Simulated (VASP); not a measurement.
Data:

```xyz
2
Lattice="0.0000 2.7372 2.7372 2.7372 0.0000 2.7372 2.7372 2.7372 0.0000" Properties=species:S:1:pos:R:3 pbc="T T T"
Ge     0.0000     0.0000     0.0000
Ge     1.3686     1.3686     1.3686
```

Level of theory: r2SCAN meta-GGA, VASP's PBE PAW potentials (set 64) (plane waves; VASP). Numerical set-up: 500 eV cut-off, 8×8×8 Γ-centred mesh, Gaussian smearing of 0.050 eV, potentials Ge_d.

Estimate the energy per atom (σ→0), pressure.

```
Property                        Result
---------------------  ---------------
energy per atom (σ→0)  -13.801 eV/atom
pressure                     10.07 GPa
```

The compound is Ge in the diamond structure. It was relaxed first under an external pressure of 10 GPa.
